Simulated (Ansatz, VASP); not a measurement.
**One calculation of WAu, two programs**

Contents of INCAR:

```
SYSTEM = WAu
ALGO     = Normal         ! electronic algorithm
EDIFF    = 1E-7           ! SCF threshold, eV
ENCUT    = 520            ! plane-wave cutoff, eV
GGA      = PE             ! functional
ISIF     = 2              ! what is computed and relaxed
ISMEAR   = -1             ! smearing method
LASPH    = .TRUE.         ! aspherical terms in the spheres
LCHARG   = .FALSE.        ! write CHGCAR
LREAL    = .FALSE.        ! projectors in reciprocal space
LWAVE    = .FALSE.        ! write WAVECAR
NBANDS   = 20             ! bands
NELM     = 60             ! most SCF steps
PREC     = Accurate       ! precision mode
SIGMA    = 0.05           ! smearing width, eV
```

The input KPOINTS:

```
k-points
0
G
  8 8 8
  0 0 0
```

The input POSCAR:

```
WAu
1.0
    0.0000000000      2.9092100000      2.9092100000
    2.9092100000      0.0000000000      2.9092100000
    2.9092100000      2.9092100000      0.0000000000
W Au
1 1
Direct
   -0.0033300000     -0.0137330000     -0.0008560000
    0.7485160000      0.7555220000      0.7464040000
```

input.yaml

```yaml
crystal:
  lattice:
    - [0.0, 2.90921, 2.90921]
    - [2.90921, 0.0, 2.90921]
    - [2.90921, 2.90921, 0.0]
  atoms:
    - { symbol: W, position: [-0.00333, -0.013733, -0.000856] }
    - { symbol: Au, position: [0.748516, 0.755522, 0.746404] }
hamiltonian:
  xc: pbe
  pseudopotentials: { kind: paw }
kpoints:
  mp_grid: { grid: [8, 8, 8] }
scf:
  occupations: { method: fermi_dirac, width: 0.05 }
output:
  forces: true
  stress: true
  eigenvalues: true
```

Change from the starting cell: atoms moved at random, drawn with an rms of 0.05 Å.

Alike in both runs: task single point; functional PBE; k mesh 8 × 8 × 8; occupations fermi-dirac, width 0.05 eV; no spin polarisation.

|  | VASP | Ansatz |
| --- | --- | --- |
| version | VASP 6.6.1 | Ansatz 0.2.0 |
| potentials or method | VASP PAW PBE potentials, release 64 (W_sv, Au) | Ansatz PAW |
| plane-wave cutoff (eV) | 520 | 420 |
| valence electrons in the cell | 25 | 33 |

Ansatz gave:

```
gap on the k mesh at the Fermi level (eV)       : none
pressure (GPa)                                  : 0.4
largest component of the traceless stress (GPa) : 3.02
rms of the force components (eV/Å)              : 0.547
```

Task: Which values does VASP return?

Result: gap on the k mesh at the Fermi level (eV): none; pressure (GPa): 0.4; largest component of the traceless stress (GPa): 3.09; rms of the force components (eV/Å): 0.555.

Atom by atom the forces differ by 0.008 eV/Å (rms over components). A gap of «none» marks a metal or a gap that the smearing closes. The two sets of potentials don't hold the same shells in valence.

Spin-orbit coupling is left out, which matters for the levels of Au, W.
